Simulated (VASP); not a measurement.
# LaCoPO: how cutoff and mesh change the moments, part 2 of 2

How far do the magnetic moments of LaCoPO depend on cutoff and mesh? The starting structure is a computed structure from the Materials Project. The reference starts from ferromagnetic moments.

VASP 6.6.1.

Results so far: reference 0.62 μB on Co; a 4×4×2 mesh 0.57 μB on Co.

**4. Run with a 10×10×6 mesh**

Level of this step: PBEsol, spin-polarised from a ferromagnetic start; plane waves and PAW (La, Co, P, O) (VASP).

Against step 2 the input has a 10×10×6 mesh.

The input, INCAR:

```
SYSTEM = LaCoPO
PREC = Accurate
ENCUT = 480
EDIFF = 1E-07
NELM = 200
ISMEAR = 0
SIGMA = 0.05
LREAL = .FALSE.
ALGO = Normal
GGA = PS
NBANDS = 46
ISPIN = 2
MAGMOM = 0 0 2.4 2.4 0 0 0 0
LASPH = .TRUE.
LMAXMIX = 6
AMIX = 0.2
BMIX = 1E-04
AMIX_MAG = 0.8
BMIX_MAG = 1E-04
LORBIT = 11
LWAVE = .FALSE.
LCHARG = .FALSE.
KPAR = 8
```

The input, POSCAR:

```
LaCoPO
1.0
    3.9912560000      0.0000000000      0.0000000000
    0.0000000000      3.9912560000      0.0000000000
    0.0000000000      0.0000000000      8.2649260000
La Co P O
2 2 2 2
Direct
    0.5000000000      0.0000000000      0.1531320000
    0.0000000000      0.5000000000      0.8468680000
    0.0000000000      0.0000000000      0.5000000000
    0.5000000000      0.5000000000      0.5000000000
    0.0000000000      0.5000000000      0.3816310000
    0.5000000000      0.0000000000      0.6183690000
    0.5000000000      0.5000000000      0.0000000000
    0.0000000000      0.0000000000      0.0000000000
```

The input, KPOINTS:

```
Automatic mesh
0
Gamma
10 10 6
0 0 0
```

The projector-augmented-wave data sets are La, Co, P and O (PBE family, release 64).

Launch:

```console
$ mpirun -np 8 vasp_std
```

What it wrote:

```text
[banner, memory and clock lines left out]
running    8 mpi-ranks, on    1 nodes
[...]
[... a notice as in an earlier step ...]

 [... a notice as in an earlier step ...]

 LDA part: xc-table for (Slater+PW92), standard interpolation
 POSCAR, INCAR and KPOINTS ok, starting setup
[...]
entering main loop
       N       E                     dE             d eps       ncg     rms          rms(c)
DAV:   1     0.624307097194E+03    0.62431E+03   -0.21716E+04 15732   0.182E+03
DAV:   2     0.100357888583E+03   -0.52395E+03   -0.46795E+03 16924   0.355E+02
DAV:   3    -0.513458074235E+02   -0.15170E+03   -0.14078E+03 21060   0.185E+02
DAV:   4    -0.728307745468E+02   -0.21485E+02   -0.20380E+02 27328   0.756E+01
[...]
DAV:  22    -0.642750918466E+02   -0.94856E-06   -0.62711E-06 29160   0.110E-02    0.384E-03
DAV:  23    -0.642750919782E+02   -0.13168E-06   -0.24240E-06 29008   0.631E-03    0.210E-03
DAV:  24    -0.642750919576E+02    0.20596E-07   -0.30178E-07 18552   0.364E-03
   1 F= -.64275092E+02 E0= -.64273321E+02  d E =-.354166E-02  mag=     1.1595
```

Run time: 1.9 min. Hardware: 8 MPI ranks of AMD EPYC 9R45, shared host; peak memory 6.2 GiB.

Parts of OUTCAR (step 4):

```text
  Total       -4.5950474     -4.5950474     -1.8694518      0.0000000      0.0000000      0.0000000
  in kB      -55.9168173    -55.9168173    -22.7492310      0.0000000      0.0000000      0.0000000
  external PRESSURE =     -44.8609552 kB  Pullay stress =       0.0000000 kB

 POSITION                                       TOTAL-FORCE (eV/Angst)
 -----------------------------------------------------------------------------------
      1.99563      0.00000      1.26562         0.000000      0.000000     -0.366418
      0.00000      1.99563      6.99930        -0.000000      0.000000      0.366418
      0.00000      0.00000      4.13246        -0.000000      0.000000      0.000000
      1.99563      1.99563      4.13246        -0.000000      0.000000      0.000000
      0.00000      1.99563      3.15415        -0.000000      0.000000     -0.501229
      1.99563      0.00000      5.11077         0.000000      0.000000      0.501229
      1.99563      1.99563      0.00000        -0.000000      0.000000      0.000000
      0.00000      0.00000      0.00000        -0.000000     -0.000000      0.000000
 -----------------------------------------------------------------------------------
    total drift:                                0.000000      0.000000      0.000000

  FREE ENERGIE OF THE ION-ELECTRON SYSTEM (eV)
  ---------------------------------------------------
  free  energy   TOTEN  =       -64.2750919576 eV

  energy  without entropy=      -64.2715503023  energy(sigma->0) =      -64.27332113

 magnetization (x)
# of ion       s       p       d       f       tot
--------------------------------------------------
    1       -0.000   0.000   0.000  -0.001  -0.000
    2       -0.000   0.000   0.000  -0.001  -0.000
    3        0.012   0.006   0.562   0.000   0.580
    4        0.012   0.006   0.562   0.000   0.580
    5        0.000   0.006   0.000   0.000   0.006
    6        0.000   0.006   0.000   0.000   0.006
    7       -0.000   0.000   0.000   0.000   0.000
    8       -0.000   0.000   0.000   0.000   0.000
--------------------------------------------------
tot          0.023   0.025   1.125  -0.001   1.172

[... 1 part as in an earlier step ...]

[... 2 further parts left out ...]
[key lines of the parts left out:]
E-fermi :   8.3180
```

A 10×10×6 mesh: the moments inside the Co spheres have a mean size of 0.58 μB, and the cell carries 1.16 μB, with no gap.

**5. Run with a cutoff of 640 eV**

Against step 2 the input has ENCUT = 640.

Changes to INCAR since step 4:

```diff
@@ -2,3 +2,3 @@
 PREC = Accurate
-ENCUT = 480
+ENCUT = 640
 EDIFF = 1E-07
```

POSCAR is that of step 4.

The input, KPOINTS:

```
Automatic mesh
0
Gamma
8 8 4
0 0 0
```

Launch:

```console
$ mpirun -np 8 vasp_std
```

What it wrote:

```text
[... set-up lines as in an earlier step ...]
 entering main loop
       N       E                     dE             d eps       ncg     rms          rms(c)
DAV:   1     0.682113996593E+03    0.68211E+03   -0.26118E+04  8480   0.226E+03
DAV:   2     0.121859588725E+03   -0.56025E+03   -0.49821E+03  9160   0.399E+02
DAV:   3    -0.465965840436E+02   -0.16846E+03   -0.15635E+03 11080   0.210E+02
DAV:   4    -0.724857321934E+02   -0.25889E+02   -0.24571E+02 14482   0.826E+01
[...]
DAV:  22    -0.642738464406E+02   -0.50031E-06   -0.60816E-06 15560   0.115E-02    0.338E-03
DAV:  23    -0.642738464034E+02    0.37286E-07   -0.16419E-06 14384   0.547E-03    0.186E-03
DAV:  24    -0.642738463837E+02    0.19652E-07   -0.11532E-07  8544   0.237E-03
   1 F= -.64273846E+02 E0= -.64272039E+02  d E =-.361394E-02  mag=     1.2782
```

Wall time 1.8 min (8 MPI ranks); peak memory 6.2 GiB.

From OUTCAR (step 5):

```text
  Total       -4.4184670     -4.4184670     -1.9202423      0.0000000      0.0000000      0.0000000
  in kB      -53.7680219    -53.7680219    -23.3672965      0.0000000      0.0000000      0.0000000
  external PRESSURE =     -43.6344468 kB  Pullay stress =       0.0000000 kB

 POSITION                                       TOTAL-FORCE (eV/Angst)
 -----------------------------------------------------------------------------------
      1.99563      0.00000      1.26562         0.000000     -0.000000     -0.368230
      0.00000      1.99563      6.99930        -0.000000     -0.000000      0.368230
      0.00000      0.00000      4.13246         0.000000     -0.000000      0.000000
      1.99563      1.99563      4.13246        -0.000000      0.000000      0.000000
      0.00000      1.99563      3.15415         0.000000      0.000000     -0.459789
      1.99563      0.00000      5.11077        -0.000000     -0.000000      0.459789
      1.99563      1.99563      0.00000        -0.000000      0.000000      0.000000
      0.00000      0.00000      0.00000        -0.000000     -0.000000      0.000000
 -----------------------------------------------------------------------------------
    total drift:                                0.000000      0.000000      0.000000

  FREE ENERGIE OF THE ION-ELECTRON SYSTEM (eV)
  ---------------------------------------------------
  free  energy   TOTEN  =       -64.2738463837 eV

  energy  without entropy=      -64.2702324435  energy(sigma->0) =      -64.27203941

[... 2 parts as in an earlier step ...]

[... 2 further parts left out ...]
[key lines of the parts left out:]
E-fermi :   8.3537
```

A cutoff of 640 eV: the moments inside the Co spheres have a mean size of 0.62 μB, and the cell carries 1.28 μB, with no gap.

**6. All runs side by side**

| run | mean size of the moment on Co (μB) | cell (μB) | gap on the mesh (eV) | core minutes |
| --- | --- | --- | --- | --- |
| reference | 0.62 | 1.28 | none | 9.33 |
| a 4×4×2 mesh | 0.57 | 1.15 | none | 2.35 |
| a 10×10×6 mesh | 0.58 | 1.16 | none | 15.1 |
| a cutoff of 640 eV | 0.62 | 1.28 | none | 14.5 |

Core minutes are wall time times ranks of the run shown, on a shared host.

**7. Results**

```
mean size of the moment on Co, reference          : 0.62 μB
mean size of the moment on Co, a 4×4×2 mesh       : 0.57 μB
mean size of the moment on Co, a 10×10×6 mesh     : 0.58 μB
mean size of the moment on Co, a cutoff of 640 eV : 0.62 μB
```

**Reading.** The Co moment is 0.62 μB in the reference and moves most with a 4×4×2 mesh, by -0.047 μB. On finer settings it changes by -0.041 μB with a 10×10×6 mesh and +0.000 μB with a cutoff of 640 eV. The functional and the magnetic order aren't tested here. Further runs on this material are not shown.

[Lines on the potential files, build, host, timing and source positions are cut from VASP's logs without a mark.]

[Logs are printed without paths, hosts, clocks, repeated set-up lines and the standing remarks that a program may print on its own settings, such as how far it seeks lower states.]

[Hosts, paths, dates, database ids (printed as entryN), source tags and the programs' standing remarks are cut or masked in the printed files.]
